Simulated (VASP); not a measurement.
Crystal: Pd.

```
Pd
1.0
     0.00000    1.94650    1.94650
     1.94650    0.00000    1.94650
     1.94650    1.94650    0.00000
Pd
1
Cartesian
  0.0000 0.0000 0.0000
```

```yaml
Program: VASP 6.6.1
Task: relaxation of cell and atoms
Functional: PBE
Potentials_or_basis: VASP PAW PBE potentials, release 64 (Pd)
Cutoff: 600 eV
k_mesh: 16 × 16 × 16
Occupations: methfessel-paxton, width 0.1 eV
Spin: no spin polarisation
```

At the start: pressure 6.7 GPa; volume 14.75 Å³/atom.

How do energy, volume and symmetry change on relaxing?

Over 3 steps the energy falls by 10.9 meV/atom and the volume is 15.30 Å³/atom (+3.7 %); space group Fm-3m (No. 225, to 0.05 Å).

Step by step:
```
step  energy change (eV)  largest force (eV/Å)  pressure (GPa)  volume (Å³)
   1              0.0000                0.0000            6.74        14.75
   2              0.0101                0.0000           -7.70        16.11
   3             -0.0109                0.0000           -0.07        15.30
```

Final structure:
```cif
data_structure
_symmetry_space_group_name_H-M 'P 1'
_symmetry_Int_Tables_number 1
_cell_length_a 2.7864
_cell_length_b 2.7864
_cell_length_c 2.7864
_cell_angle_alpha 60.000
_cell_angle_beta 60.000
_cell_angle_gamma 60.000
_cell_volume 15.30
loop_
_atom_site_label
_atom_site_type_symbol
_atom_site_fract_x
_atom_site_fract_y
_atom_site_fract_z
_atom_site_occupancy
Pd1 Pd 0.00000 0.00000 0.00000 1
```
